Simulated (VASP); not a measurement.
Given:

```
CELL_PARAMETERS angstrom
      1.79826    -3.11468     0.00000
      1.79826     3.11468     0.00000
      0.00000     0.00000     5.63990
ATOMIC_POSITIONS crystal
  Zr 0.00000 0.00000 0.00000
  S  0.33333 0.66667 0.25748
  S  0.66667 0.33333 0.74252
```

All values below come from LDA (Ceperley-Alder, Perdew-Zunger), VASP's LDA PAW potentials (set 64) (plane waves; VASP). Run with 500 eV cut-off, 7×7×4 Γ-centred mesh, Gaussian smearing of 0.050 eV, potentials Zr_sv S.

Energy and stress use the plane-wave basis of the starting cell.

Problem. The ions, cell shape and volume at an external pressure of 5.0 GPa are relaxed. Give the cell that the relaxation ends in.

Solution. 
```
CELL_PARAMETERS angstrom
      1.76042    -3.04914     0.00000
      1.76042     3.04914     0.00000
      0.00000     0.00000     5.36318
ATOMIC_POSITIONS crystal
  Zr 0.00000 0.00000 0.00000
  S  0.33333 0.66667 0.27443
  S  0.66667 0.33333 0.72557
```
Space group P-3m1 (164), at a tolerance of 0.03 Å.

Problem. How do energy and volume change from the first to the last step?

Solution. The energy (σ→0) changes by +26.4 meV/atom and the volume by -8.9 %, in 9 ionic steps.

```tsv
step	E(σ→0) (eV)	max force (eV/Å)	pressure (GPa)	volume (Å³)
1	-23.3925	0.005	0.03	63.18
2	-23.1820	1.301	12.57	57.39
3	-23.3538	0.525	4.92	60.60
4	-23.3521	0.396	4.92	59.85
5	-23.3118	0.013	5.16	57.64
6	-23.3164	0.042	4.74	57.68
7	-23.3164	0.042	4.75	57.68
8	-23.3049	0.072	5.72	57.33
9	-23.3134	0.009	5.02	57.58
```

The compound is ZrS2 in the 1T layered structure. This run relaxes it under an external pressure of 5 GPa. Symmetry was kept, so distortions that lower it aren't found.
